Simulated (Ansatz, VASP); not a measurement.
**Cross-check of SnTe between VASP and Ansatz**

One calculation is typed for both programs; each brings its own data sets and cutoff. How far apart do they land?

Main program and level: Ansatz 0.2.0; plane waves, with VASP 6.6.1 beside it; relaxation of cell and atoms at PBE with D3(BJ).

### 1. Set-up

Symmetry: Fm-3m, No. 225, cubic system. Conventional cell: a = 6.320 Å, b = 6.320 Å, c = 6.320 Å, α = 90.00°, β = 90.00°, γ = 90.00°. Nearest to Sn lie 6 Te at 3.16 Å. Nearest to Te lie 6 Sn at 3.16 Å. Farther neighbours and most contacts between anions are not listed.

As a file:

```
Sn Te
1.0
     0.00000    3.16000    3.16000
     3.16000    0.00000    3.16000
     3.16000    3.16000    0.00000
Sn Te
1 1
Direct
  0.00000 0.00000 0.00000
  0.50000 0.50000 0.50000
```

### 2. VASP: relaxation of cell and atoms, PBE with D3(BJ)

The relaxed volume is the usual yardstick between codes: its relative difference is about their pressure difference at one cell divided by the bulk modulus.

Lines of VASP's logs that name or quote its potential files are left out, and so is its time.

INCAR

```
SYSTEM = SnTe
PREC = Accurate
ENCUT = 520
EDIFF = 1E-06
NELM = 100
ISMEAR = -1
SIGMA = 0.05
LREAL = .FALSE.
ALGO = Normal
GGA = PE
IVDW = 12
NBANDS = 16
LORBIT = 11
LWAVE = .FALSE.
LCHARG = .FALSE.
KPAR = 2
IBRION = 2
NSW = 60
ISIF = 3
EDIFFG = -0.01
```

POSCAR

```
SnTe
1.0
    0.0000000000      3.1600000000      3.1600000000
    3.1600000000      0.0000000000      3.1600000000
    3.1600000000      3.1600000000      0.0000000000
Sn Te
1 1
Direct
    0.0000000000      0.0000000000      0.0000000000
    0.5000000000      0.5000000000      0.5000000000
```

KPOINTS

```
Automatic mesh
0
Gamma
6 6 6
0 0 0
```

PAW data sets: Sn_d and Te (PBE family, release 64).

Launch:

```bash
> mpirun -np 2 vasp_std
```

Numbers of over 12 decimals in the logs are rounded to 6 here.

Output:

```text
[banner, memory and clock lines left out]
running    2 mpi-ranks, on    1 nodes
 distrk:  each k-point on    1 cores,    2 groups
 distr:  one band on    1 cores,    1 groups

 POSCAR found type information on POSCAR SnTe
 POSCAR found :  2 types and       2 ions
 LDA part: xc-table for (Slater+PW92), standard interpolation
 POSCAR, INCAR and KPOINTS ok, starting setup
 FFT: planning ... GRIDC
 FFT: planning ... GRID_SOFT
 FFT: planning ... GRID
 WAVECAR not read
 entering main loop
       N       E                     dE             d eps       ncg     rms          rms(c)
DAV:   1     0.129840455321E+03    0.12984E+03   -0.95968E+03   520   0.145E+03
DAV:   2     0.347197919358E+01   -0.12637E+03   -0.12349E+03   552   0.369E+02
DAV:   3    -0.729275693514E+01   -0.10765E+02   -0.10729E+02   680   0.899E+01
DAV:   4    -0.758999400975E+01   -0.29724E+00   -0.29721E+00   592   0.164E+01
DAV:   5    -0.760416494025E+01   -0.14171E-01   -0.14171E-01   784   0.325E+00    0.488E+00
DAV:   6    -0.754946494039E+01    0.54700E-01   -0.13092E-01   680   0.253E+00    0.309E+00
DAV:   7    -0.755045392439E+01   -0.98898E-03   -0.53013E-02   632   0.119E+00    0.795E-01
DAV:   8    -0.755054233217E+01   -0.88408E-04   -0.73486E-03   648   0.712E-01    0.180E-01
DAV:   9    -0.755067978343E+01   -0.13745E-03   -0.57077E-04   712   0.241E-01    0.386E-02
DAV:  10    -0.755066994488E+01    0.98385E-05   -0.86424E-05   656   0.856E-02    0.164E-02
DAV:  11    -0.755067416547E+01   -0.42206E-05   -0.38933E-05   648   0.528E-02    0.257E-02
DAV:  12    -0.755067399651E+01    0.16896E-06   -0.24805E-06   616   0.121E-02
   1 F= -.83452896E+01 E0= -.83440914E+01  d E =-.834529E+01
 curvature:   0.00 expect dE= 0.000E+00 dE for cont linesearch  0.000E+00
 trial: gam= 0.00000 g(F)=  0.200E-60 g(S)=  0.992E-03 ort = 0.000E+00 (trialstep = 0.100E+01)
 search vector abs. value=  0.992E-03
 bond charge predicted
       N       E                     dE             d eps       ncg     rms          rms(c)
DAV:   1    -0.755570362733E+01   -0.50295E-02   -0.25256E-01   616   0.733E+00    0.648E-01
DAV:   2    -0.754623183471E+01    0.94718E-02   -0.15511E-02   648   0.192E+00    0.264E-01
DAV:   3    -0.754393124514E+01    0.23006E-02   -0.64124E-03   656   0.113E+00    0.532E-02
DAV:   4    -0.754387669382E+01    0.54551E-04   -0.19526E-04   600   0.127E-01    0.532E-02
DAV:   5    -0.754385194430E+01    0.24750E-04   -0.24909E-05   696   0.362E-02    0.112E-02
DAV:   6    -0.754385183868E+01    0.10562E-06   -0.33148E-06   608   0.276E-02
   2 F= -.83455063E+01 E0= -.83443819E+01  d E =-.216749E-03
 trial-energy change:   -0.000217  1 .order   -0.000285   -0.000992    0.000422
 step:   0.6344(harm=  0.7017)  dis= 0.00000  next Energy=    -8.345587 (dE=-0.297E-03)
 bond charge predicted
       N       E                     dE             d eps       ncg     rms          rms(c)
DAV:   1    -0.754808459978E+01   -0.42327E-02   -0.34161E-02   616   0.274E+00    0.235E-01
DAV:   2    -0.754683375685E+01    0.12508E-02   -0.20463E-03   648   0.695E-01    0.973E-02
DAV:   3    -0.754652143664E+01    0.31232E-03   -0.86264E-04   656   0.414E-01    0.191E-02
DAV:   4    -0.754650975701E+01    0.11680E-04   -0.26295E-05   600   0.465E-02    0.192E-02
DAV:   5    -0.754650236382E+01    0.73932E-05   -0.33675E-06   640   0.133E-02    0.411E-03
DAV:   6    -0.754650208955E+01    0.27427E-06   -0.41855E-07   296   0.102E-02
   3 F= -.83455740E+01 E0= -.83444209E+01  d E =-.284424E-03
 curvature:  -0.33 expect dE=-0.562E-06 dE for cont linesearch -0.562E-06
 trial: gam=-0.03955 g(F)=  0.581E-60 g(S)=  0.169E-05 ort = 0.409E-04 (trialstep = 0.927E+00)
 search vector abs. value=  0.297E-08
 reached required accuracy - stopping structural energy minimisation
```

Parts of OUTCAR (step 2):

```text
ion  position               nearest neighbor table
   1  0.000  0.000  0.000-   2 3.16   2 3.16   2 3.16   2 3.16   2 3.16   2 3.16
   2  0.500  0.500  0.500-   1 3.16   1 3.16   1 3.16   1 3.16   1 3.16   1 3.16

  LATTYP: Found a face centered cubic cell.
 ALAT       =     6.3200000000

 Subroutine GETGRP returns: Found 48 space group operations
 (whereof 48 operations were pure point group operations)

The static configuration has the point symmetry O_h .

 Found     16 irreducible k-points:

   k-points           NKPTS =     16   k-points in BZ     NKDIM =     16   number of bands    NBANDS=     16

   dimension x,y,z NGX =    36 NGY =   36 NGZ =   36
   dimension x,y,z NGXF=    72 NGYF=   72 NGZF=   72

   ENCUT  =  520.0 eV  38.22 Ry    6.18 a.u.   8.31  8.31  8.31*2*pi/ulx,y,z

   NELECT =      20.0000    total number of electrons

 k-points in reciprocal lattice and weights: Automatic mesh
   0.00000000  0.00000000  0.00000000       0.005
   0.16666667  0.00000000  0.00000000       0.037
   0.33333333  0.00000000  0.00000000       0.037
   0.50000000  0.00000000  0.00000000       0.019
   0.16666667  0.16666667  0.00000000       0.028
   0.33333333  0.16666667  0.00000000       0.111
   0.50000000  0.16666667  0.00000000       0.111
  -0.33333333  0.16666667  0.00000000       0.111
  -0.16666667  0.16666667  0.00000000       0.056
[...]
-0.33333333  0.33333333  0.16666667       0.111
  -0.33333333  0.50000000  0.16666667       0.056

 Edisp (eV)   -0.80165

 average (electrostatic) potential at core
       1-100.6401       2 -87.8365

 E-fermi :   6.9688

 k-point     1 :       0.0000    0.0000    0.0000
  band No.  band energies     occupation
    ...
      6      -5.8660      2.00000
      7       2.2202      2.00000
      8       4.7783      2.00000
      9       4.7783      2.00000
     10       4.7783      2.00000
     11      10.2552      0.00000
     12      10.2552      0.00000
     13      10.2552      0.00000
     14      11.6695      0.00000
     15      11.6695      0.00000
    ...

 k-point     2 :       0.1667    0.0000    0.0000
  band No.  band energies     occupation
    ...
      6      -5.6358      2.00000
      7       1.1098      2.00000
      8       4.8213      2.00000
      9       4.8213      2.00000
     10       5.5186      2.00000
     11       9.2103      0.00000
     12       9.2103      0.00000
     13       9.2567      0.00000
     14      11.6689      0.00000
     15      12.2265      0.00000
    ...

 k-point     3 :       0.3333    0.0000    0.0000
  band No.  band energies     occupation
    ...
      6      -5.0366      2.00000
      7      -0.5584      2.00000
      8       4.9763      2.00000
      9       4.9763      2.00000
     10       6.3106      2.00000
     11       7.8666      0.00000
     12       7.8666      0.00000
     13       7.9194      0.00000
     14      12.7809      0.00000
     15      13.7445      0.00000
    ...

 Edisp (eV)   -0.79907

  Total      -0.00483    -0.00483    -0.00483    -0.00000     0.00000    -0.00000
  in kB      -0.12330    -0.12330    -0.12330    -0.00000     0.00000    -0.00000
  external pressure =       -0.12 kB  Pullay stress =        0.00 kB

  energy-cutoff  :      520.00
  volume of cell :       62.77
      direct lattice vectors                 reciprocal lattice vectors
     0.000000000  3.154338542  3.154338542    -0.158511838  0.158511838  0.158511838
     3.154338542  0.000000000  3.154338542     0.158511838 -0.158511838  0.158511838
     3.154338542  3.154338542 -0.000000000     0.158511838  0.158511838 -0.158511838

 POSITION                                       TOTAL-FORCE (eV/Angst)
 -----------------------------------------------------------------------------------
      0.00000      0.00000      0.00000        -0.000000     -0.000000     -0.000000
      3.15434      3.15434      3.15434         0.000000      0.000000      0.000000
 -----------------------------------------------------------------------------------
    total drift:                               -0.000000      0.000000      0.000000

  FREE ENERGIE OF THE ION-ELECTRON SYSTEM (eV)
  ---------------------------------------------------
  free  energy   TOTEN  =        -8.3455740246 eV

  energy  without entropy=       -8.3432678443  energy(sigma->0) =       -8.34442093

 reached required accuracy - stopping structural energy minimisation

 total charge
# of ion       s       p       d       tot
------------------------------------------
    1        1.365   0.737   9.984  12.086
    2        1.388   1.963   0.030   3.381
--------------------------------------------------
tot          2.753   2.700  10.014  15.467

[... 3 further parts left out ...]
```

CONTCAR:

```
SnTe
   1.00000000000000
     0.0000000000000000    3.1543385415636673    3.1543385415636673
     3.1543385415636673    0.0000000000000000    3.1543385415636673
     3.1543385415636673    3.1543385415636673   -0.0000000000000000
  Sn              Te
     1     1
Direct
     0.0000000000000000    0.0000000000000000    0.0000000000000000
     0.5000000000000000    0.5000000000000000    0.5000000000000000
```

The gap is under twice the smearing width, so the edge states are partly filled and the run can't tell a small gap from a semimetal.

### 3. Ansatz: relaxation of cell and atoms, PBE with D3(BJ)

Ansatz runs on its default PAW (the set named soft_2) files.

The same cell, functional, mesh and smearing now go to Ansatz, which takes its cutoff from its data sets.

input.yaml

```yaml
crystal:
  lattice:
    - [0.0, 3.16, 3.16]
    - [3.16, 0.0, 3.16]
    - [3.16, 3.16, 0.0]
  atoms:
    - { symbol: Sn, position: [0.0, 0.0, 0.0] }
    - { symbol: Te, position: [0.5, 0.5, 0.5] }
hamiltonian:
  xc: pbe
  pseudopotentials: { kind: paw }
  dispersion: d3bj
kpoints:
  mp_grid: { grid: [6, 6, 6] }
scf:
  occupations: { method: fermi_dirac, width: 0.05 }
relax:
  f_tol: 0.01
  max_steps: 60
  cell: { stress_tol: 0.05 }
output:
  forces: true
  stress: true
```

Launch:

```bash
> ansatz run input.yaml --threads 4 --pin off --max-ram 9216MiB --backend cpu --events-out ev --progress --plain --runs-dir out
```

Output:

```text
Engine: ansatz 0.2.0, aarch64-unknown-linux-gnu
Pseudopotentials: kind: paw
Pseudopotential: Sn, paw, valence charge 14, recommended cutoff 420 eV (normal), Sn.paw.azcp
Pseudopotential: Te, paw, valence charge 16, recommended cutoff 420 eV (normal), Te.paw.azcp
Functional definition: PBE
  parameter kappa = 0.804
  parameter beta = 0.066725
  exchange = pbe_x(kappa = kappa, mu = beta*pi^2/3)
  correlation = pbe_c(beta = beta)
Crystal: 2 atoms, lattice volume = 63.109 Å³
Basis set: ecut = 420 eV, 1243 PW (Γ), exchange–correlation on 60×60×60 points (8 copies of the dense FFT grid, shifted against one another)
Bands: 19, of which v1, the nominal top of the filled ones, is band 15 counted from 1 (14 counted from 0)
Symmetry: 48 space group operations
Space group: Fm-3m (ITA 225), of the structure as read, at distance tolerance 4.0e-5 Å
k-points: 16 of 216
Non-local potential: Sn, projectors of the file, l = 0: 2, l = 1: 2, l = 2: 2, l = 3: 2
Non-local potential: Te, projectors of the file, l = 0: 2, l = 1: 2, l = 2: 2, l = 3: 2
PAW form: soft (Blöchl's): semilocal exchange-correlation on the pseudo side does not see the compensation charge
PAW one-centre angular grid: Sn, 590 points (default); XC on 64 Gauss nodes
PAW one-centre angular grid: Te, 590 points (default); XC on 64 Gauss nodes
Initial density: superposition of atomic densities (neutral atoms: chi_scale 0, normalization atom), corrected by the library's trained network
Initial wavefunctions: pseudopotential atomic-orbital guess
Functional: x = pbe(κ = 0.804, μ = 0.219515), c = pbe(β = 0.066725)
SCF iter   1: F=—  HF=-13005.528644 eV  |F-HF|=—  |Δ(HF+E_count)|=         —  Δρ=6.34e-4  dr2=2.86e-4  ethr=1.77e-3  ⟨swp⟩=6.5  Hψ=1595  notcnv=0
preconditioner: auto → Kerker (q_TF=auto, 2.410 Å⁻¹)  [metal: Δε(μ)=0.068 eV  Ē_g=8.635 eV  σ=0.050 eV  W_gap=0.33  n_scr=14 (ndim 8)  ℏωp=14.8 eV  f_vac=0.009  D(μ)=0.33/eV (n_scr^D=0)]
SCF iter   2: F=—  HF=-13005.527024 eV  |F-HF|=—  |Δ(HF+E_count)|=   1.62e-3  Δρ=4.28e-4  dr2=1.38e-4  ethr=9.53e-7  ⟨swp⟩=2.9  Hψ=709  notcnv=0
SCF iter   3: F=—  HF=-13005.527061 eV  |F-HF|=—  |Δ(HF+E_count)|=   3.66e-5  Δρ=2.39e-4  dr2=5.16e-5  ethr=4.61e-7  ⟨swp⟩=2.6  Hψ=463  notcnv=0
SCF iter   4: F=—  HF=-13005.527085 eV  |F-HF|=—  |Δ(HF+E_count)|=   2.45e-5  Δρ=9.69e-5  dr2=9.88e-6  ethr=1.72e-7  ⟨swp⟩=2.1  Hψ=380  notcnv=0
SCF iter   5: F=—  HF=-13005.527089 eV  |F-HF|=—  |Δ(HF+E_count)|=   3.99e-6  Δρ=3.43e-5  dr2=7.79e-7  ethr=3.29e-8  ⟨swp⟩=2.0  Hψ=444  notcnv=0
SCF iter   6: F=-13005.527090 eV  HF=-13005.527090 eV  |F-HF|=9.24e-8  |Δ(HF+E_count)|=   2.78e-7  Δρ=7.97e-6  dr2=5.09e-8  ethr=3.33e-10  ⟨swp⟩=3.1  Hψ=1224  notcnv=0
SCF 1 converged in 6 iterations: F = -13005.527090 eV  dr2 = 5.09e-8
  greatest PAW one-centre occupation: 0.998 electrons in one spin orbital (limit 2), on the Te atom at site 1 (counted from 0), in its partial waves of l = 2
relax step   1: F+E_penalty+E_count = -13005.52708965 eV  Δ(F+E_penalty+E_count) = +0.000e0 eV  max|allowed force component| = 4.944e-29 eV/Å  Δτ_max = 0.0000 Å  P = -0.234 GPa  Ω = 63.109 Å³  (6 SCF iters, dr2 threshold 1.00e-7 eV, accepted)
[...]
relax step   2: F+E_penalty+E_count = -13005.52738775 eV  Δ(F+E_penalty+E_count) = -2.981e-4 eV  max|allowed force component| = 7.356e-29 eV/Å  Δτ_max = 0.0000 Å  P = +0.072 GPa  Ω = 62.678 Å³  energy of the carried Pulay correction = +7.746e-5 eV  (4 SCF iters, dr2 threshold 1.37e-7 eV, accepted)
[...]
relax step   3: F+E_penalty+E_count = -13005.52739197 eV  Δ(F+E_penalty+E_count) = -4.215e-6 eV  max|allowed force component| = 1.413e-30 eV/Å  Δτ_max = 0.0000 Å  P = -0.001 GPa  Ω = 62.779 Å³  energy of the carried Pulay correction = +5.927e-5 eV  (4 SCF iters, dr2 threshold 1.30e-8 eV, accepted)
[...]
relax step   4: F+E_penalty+E_count = -13005.52732197 eV  Δ(F+E_penalty+E_count) = +7.000e-5 eV  max|allowed force component| = 1.007e-29 eV/Å  Δτ_max = 0.0000 Å  P = -0.001 GPa  Ω = 62.779 Å³  stress off target by 7.49e-4 GPa  SCF on the basis re-selected at this cell (its energy is not comparable with the rows above)  (5 SCF iters)
basis re-selected at this cell: Δ(F+E_penalty+E_count) = +7.000e-5 eV, ΔP = +0.000 GPa vs the last step (what re-selecting the basis moved, of the pressure what is left beyond the Pulay correction that the steps carried, after the strain that the cell walked since its last selection, with what the two solves' SCF thresholds leave and, on support functions, any second-order correction that the steps lacked; it is no m [...]
SCF converged after 5 iterations
Free energy (F): -13005.527322 eV
Harris-Foulkes:  -13005.527322 eV  (|F-HF|=9.09e-12)
Internal energy: -13005.525012 eV  (E = F + TS)
E sigma→0 (E₀):  -13005.526167 eV
Entropy (-TS):   -0.002310 eV (-1.155 meV/atom)
Fermi energy:    9.689908 eV
--- Per-component energies (eV) ---
  E_band       = -354.925244
  E_kinetic    = 366.083246
  E_local      = -2157.897036  (includes V_loc(G=0)·N_el)
  E_nonlocal   = -343.025335
  E_hartree    = 1355.585231
  E_xc         = -507.734188
  E_vxc        = -200.965918  (∫ρ·V_xc dr)
  E_paw        = -8795.616474  (= ΣΔE_a)
  E_vpaw       = -730.290523  (= ΣTr[D̂ρ^β])
  E_aug_tail   = -0.000168  (compensation charges beyond the density's cutoff)
  E_ewald      = -2922.121100
  E_disp       = -0.799188  (pairwise vdW)
  E_smearing   = -0.002310  (= −TS)
  E_closure    = 0.000000  (closes the sum)
  Σ components = -13005.527322   (vs F -13005.527322, Δ=0.00e0)
--- Forces (eV/Å), atoms counted from 1 ---
  atom   1  Sn    -0.00000000     0.00000000     0.00000000
  atom   2  Te     0.00000000    -0.00000000    -0.00000000
  max |Σ_I F_I| component: 1.98e-29 eV/Å
--- Stress (GPa, compression-positive) ---
       -0.000749      -0.000000      -0.000000
       -0.000000      -0.000749      -0.000000
       -0.000000      -0.000000      -0.000749
  P = ⅓ Tr σ = -0.0007 GPa (-0.007 kbar)
--- Relaxed structure (3 steps of the walk, 3 accepted, 1 SCFs on fresh bases) ---
  F+E_penalty+E_count = -13005.52732197 eV   max|allowed force component| = 1.007e-29 eV/Å   (the final SCF, on the basis selected at the relaxed cell)
  cell:  # Å, volume = 62.7790 Å³
    - [0, 3.154483, 3.154483]
    - [3.154483, 0, 3.154483]
    - [3.154483, 3.154483, 0]
  atoms:
    - { symbol: Sn, position: [0, 0, 0] }
    - { symbol: Te, position: [0.5, 0.5, 0.5] }
```

Wall time 1.6 s (4 threads of Arm Neoverse V1, shared host); peak memory 0.36 GiB.

### 4. Side by side

Known differences besides the potentials themselves: both relaxations stop at a tolerance, which leaves soft axes loose, and VASP keeps its plane-wave basis; the data sets hold 30 valence electrons in Ansatz (default PAW (the set named soft_2) files) and 20 in VASP; the cutoff is 420 eV in Ansatz and 520 eV in VASP; VASP leaves aspherical gradient terms in its spheres out (LASPH is not set), Ansatz keeps them; Ansatz adds a Pulay correction to the stress that steers its cell, VASP none. Total energies have different zeros and are not compared.

The two programs side by side:

| quantity | Ansatz | VASP | difference |
| --- | --- | --- | --- |
| volume (Å³) | 62.78 | 62.77 | +0.01 % |
| edge a after relaxation, in the typed setting (Å) | 4.461 | 4.461 | +0.00 % |

The walks stopped with 0.00 GPa left in Ansatz and -0.01 GPa in VASP; each walk ends within a tolerance, so the volume difference is uncertain by about these residues over the bulk modulus, most in soft cells.

### 5. What came out

| Property | Result |
| --- | --- |
| difference in volume (relaxation of cell and atoms, PBE with D3(BJ)) | 0.014 % |

**Reading.** The difference in volume is 0.014 % (relaxation of cell and atoms, PBE with D3(BJ)), within the 1.2 % picked in this series as the mark of a large difference, as far as the stopping tolerances let one tell. How closely two codes agree says nothing of how well the functional describes the real material.

[Lines on the potential files, build, host, timing and source positions are cut from VASP's logs without a mark.]

[Logs are printed without paths, hosts, clocks, repeated set-up lines and the standing remarks that a program may print on its own settings, such as how far it seeks lower states.]

[Hosts, paths, dates, database ids (printed as entryN), source tags and the programs' standing remarks are cut or masked in the printed files.]
